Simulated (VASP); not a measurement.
Level of theory: r2SCAN meta-GGA, VASP's PBE PAW potentials (set 64) (plane waves; VASP 6.6.1).

A VASP calculation is set up with these files.

### INCAR
```
ISMEAR=0
ENCUT=520
NSW=60   # most ionic steps
METAGGA=R2SCAN
NELM=100   # most electronic steps
ISIF=3   # ions, shape and volume
LWAVE=F
EDIFFG=-0.02
LMIXTAU=T
IBRION=2   # conjugate gradients
SIGMA=0.05   # width (eV)
ALGO=Normal   # blocked Davidson
LCHARG=F
LASPH=T   # aspherical one-centre terms
SYSTEM=BN
PREC=Accurate
LREAL=F
EDIFF=1E-6   # SCF stop (eV)
```

POSCAR:
```
BN
1
    1.2712230378    -2.2018231076    -0.0000000000
    1.2712230378     2.2018231076     0.0000000000
    0.0000000000     0.0000000000     4.2050197319
B N
2 2
Direct
  0.6666670000   0.3333330000   0.5002486094
  0.3333330000   0.6666670000   0.0002486094
  0.6666670000   0.3333330000   0.8747513906
  0.3333330000   0.6666670000   0.3747513906
```

KPOINTS:
```
K-points
0
G
  9 9 5
0 0 0
```

POTCAR, in this order: B N (PBE.64 set). Program: vasp_std.

The resulting files:

OSZICAR:
```
       N       E                     dE             d eps       ncg     rms          rms(c)
DAV:   1     0.437081226752E+02    0.43708E+02   -0.89824E+03   864   0.133E+03
DAV:   2    -0.420814071215E+02   -0.85790E+02   -0.79891E+02  1200   0.282E+02
DAV:   3    -0.447630638750E+02   -0.26817E+01   -0.26682E+01  1148   0.498E+01
DAV:   4    -0.447788840190E+02   -0.15820E-01   -0.15812E-01  1060   0.394E+00
DAV:   5    -0.447790554819E+02   -0.17146E-03   -0.17141E-03  1128   0.388E-01    0.939E+00
DAV:   6    -0.381714768155E+02    0.66076E+01   -0.33116E+00  1096   0.155E+01    0.536E+00
DAV:   7    -0.381875245335E+02   -0.16048E-01   -0.74748E-01   992   0.948E+00    0.251E+00
DAV:   8    -0.394975154448E+02   -0.13100E+01   -0.92839E-01   928   0.960E+00    0.162E+00
DAV:   9    -0.380428915663E+02    0.14546E+01   -0.43388E-01   896   0.774E+00    0.332E-01
DAV:  10    -0.382590618179E+02   -0.21617E+00   -0.76043E-02   928   0.315E+00    0.142E-01
DAV:  11    -0.382615124342E+02   -0.24506E-02   -0.49995E-03  1052   0.916E-01    0.157E-01
DAV:  12    -0.382604245494E+02    0.10879E-02   -0.34831E-03  1000   0.597E-01    0.105E-01
DAV:  13    -0.382653646572E+02   -0.49401E-02   -0.15751E-03   912   0.461E-01    0.472E-02
DAV:  14    -0.382656377112E+02   -0.27305E-03   -0.14567E-04  1052   0.133E-01    0.607E-03
DAV:  15    -0.382656221799E+02    0.15531E-04   -0.56969E-06  1068   0.303E-02    0.575E-03
DAV:  16    -0.382656304454E+02   -0.82655E-05   -0.15827E-07   612   0.543E-03    0.501E-03
DAV:  17    -0.382656176432E+02    0.12802E-04   -0.24404E-06   768   0.154E-02    0.349E-03
DAV:  18    -0.382656214171E+02   -0.37739E-05   -0.38395E-07   504   0.620E-03    0.151E-03
DAV:  19    -0.382656210170E+02    0.40006E-06   -0.40610E-08   484   0.267E-03
   1 F= -.38265621E+02 E0= -.38265621E+02  d E =-.382656E+02
       N       E                     dE             d eps       ncg     rms          rms(c)
DAV:   1    -0.382679181428E+02   -0.22967E-02   -0.81041E-02  1012   0.306E+00    0.374E-01
DAV:   2    -0.382656900704E+02    0.22281E-02   -0.76823E-03  1100   0.849E-01    0.123E-01
DAV:   3    -0.382653693309E+02    0.32074E-03   -0.72217E-04  1032   0.249E-01    0.377E-02
DAV:   4    -0.382655868442E+02   -0.21751E-03   -0.48402E-05  1004   0.957E-02    0.176E-02
DAV:   5    -0.382651359918E+02    0.45085E-03   -0.87294E-05   928   0.128E-01    0.978E-03
DAV:   6    -0.382655139190E+02   -0.37793E-03   -0.39588E-05   904   0.903E-02    0.409E-03
DAV:   7    -0.382654698497E+02    0.44069E-04   -0.17173E-06   676   0.160E-02    0.199E-03
DAV:   8    -0.382654820675E+02   -0.12218E-04   -0.30832E-07   488   0.690E-03    0.796E-04
DAV:   9    -0.382654780909E+02    0.39766E-05   -0.30340E-08   468   0.182E-03    0.408E-04
DAV:  10    -0.382654796217E+02   -0.15309E-05   -0.75429E-09   460   0.103E-03    0.196E-04
DAV:  11    -0.382654791736E+02    0.44812E-06   -0.59033E-09   448   0.768E-04
   2 F= -.38265479E+02 E0= -.38265479E+02  d E =0.141843E-03
       N       E                     dE             d eps       ncg     rms          rms(c)
DAV:   1    -0.382669243175E+02   -0.14447E-02   -0.22507E-02  1008   0.162E+00    0.197E-01
DAV:   2    -0.382662435027E+02    0.68081E-03   -0.20984E-03  1100   0.446E-01    0.655E-02
DAV:   3    -0.382662937938E+02   -0.50291E-04   -0.20382E-04  1032   0.132E-01    0.198E-02
DAV:   4    -0.382661732759E+02    0.12052E-03   -0.13217E-05   992   0.501E-02    0.940E-03
DAV:   5    -0.382663505347E+02   -0.17726E-03   -0.24215E-05   920   0.673E-02    0.524E-03
DAV:   6    -0.382662309886E+02    0.11955E-03   -0.10896E-05   896   0.472E-02    0.215E-03
DAV:   7    -0.382662540980E+02   -0.23109E-04   -0.46392E-07   460   0.823E-03    0.105E-03
DAV:   8    -0.382662479370E+02    0.61611E-05   -0.85702E-08   448   0.364E-03    0.413E-04
DAV:   9    -0.382662500750E+02   -0.21381E-05   -0.83492E-09   444   0.952E-04    0.219E-04
DAV:  10    -0.382662492740E+02    0.80107E-06   -0.21037E-09   432   0.538E-04
   3 F= -.38266249E+02 E0= -.38266249E+02  d E =-.628257E-03
```

File OUTCAR:
```
------------------------ aborting loop because EDIFF is reached ----------------------------------------
  FORCE on cell =-STRESS in cart. coord.  units (eV):
  Direction    XX          YY          ZZ          XY          YZ          ZX
  --------------------------------------------------------------------------------------
  Total        0.0019561      0.0019561     -0.0003500      0.0000000      0.0000000      0.0000000
  in kB        0.1325177      0.1325178     -0.0237129      0.0000000      0.0000000      0.0000000
  external PRESSURE =       0.0804409 kB  Pullay stress =       0.0000000 kB
  volume of cell :       23.65
      direct lattice vectors                 reciprocal lattice vectors
     1.273172072 -2.205198935  0.000000000     0.392719893 -0.226736913  0.000000000
     1.273172072  2.205198935 -0.000000000     0.392719893  0.226736913  0.000000000
     0.000000000  0.000000000  4.211647143     0.000000000  0.000000000  0.237436795
  FREE ENERGIE OF THE ION-ELECTRON SYSTEM (eV)
  ---------------------------------------------------
  free  energy   TOTEN  =       -38.2662492740 eV

  energy  without entropy=      -38.2662492740  energy(sigma->0) =      -38.26624927

 reached required accuracy - stopping structural energy minimisation
```
(Selected blocks of OUTCAR.)

**CONTCAR**
```
BN
   1.00000000000000
     1.2731720719015869   -2.2051989346940832    0.0000000000000000
     1.2731720719015869    2.2051989346940832   -0.0000000000000000
     0.0000000000000000    0.0000000000000000    4.2116471432067604
  B               N
     2     2
Direct
     0.6666669999999968    0.3333330000000032    0.5002209778045794
     0.3333330000000032    0.6666669999999968    0.0002209778045794
     0.6666669999999968    0.3333330000000032    0.8747790221954206
     0.3333330000000032    0.6666669999999968    0.3747790221954206
```

The compound is BN in the wurtzite structure, a metastable high-pressure form. This run relaxes it. Symmetry was kept, so distortions that lower it aren't found. The start is the result of an earlier pass.
